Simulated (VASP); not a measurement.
Method: PBE GGA, VASP's PBE PAW potentials (set 64) (plane waves; VASP 6.6.1).

VASP input:

File KPOINTS:
```
kpoints
0
gamma
 14 14 8
```

INCAR:
```
# general
SYSTEM  = Tc
PREC    = Accurate
ENCUT   = 530
LREAL   = F
LASPH   = T

# electronic loop
EDIFF   = 1E-7
NELM    = 100
ALGO    = Normal
LMAXMIX = 4

# smearing
ISMEAR  = 1
SIGMA   = 0.1

# functional
GGA     = PE

# ions
IBRION  = 6
NSW     = 1
ISIF    = 3
POTIM   = 0.015
NFREE   = 2

# output
LWAVE   = F
LCHARG  = F
```

**POSCAR**
```
Tc
8.7948430
  0.1560530522  -0.2702918601   0.0000000000
  0.1560530522   0.2702918601   0.0000000000
  0.0000000000   0.0000000000   0.5000000127
Tc
2
direct
  0.3333330000   0.6666670000   0.2500000000
  0.6666670000   0.3333330000   0.7500000000
```

POTCAR, in this order: Tc_pv (PBE.64 set). Program: vasp_std.

Task: What will the output report for the number of irreducible k-points (NKPTS), number of bands (NBANDS), largest plane-wave count, number of space-group operations, FFT grid (NGX, NGY, NGZ)?

Result: 
```yaml
number of irreducible k-points (NKPTS): 120
number of bands (NBANDS): 17
largest_plane_wave_count: 808
number_of_space_group_operations: 24
FFT grid (NGX, NGY, NGZ): 24 × 24 × 36
```

The compound is Tc in the hcp structure. It was relaxed first.
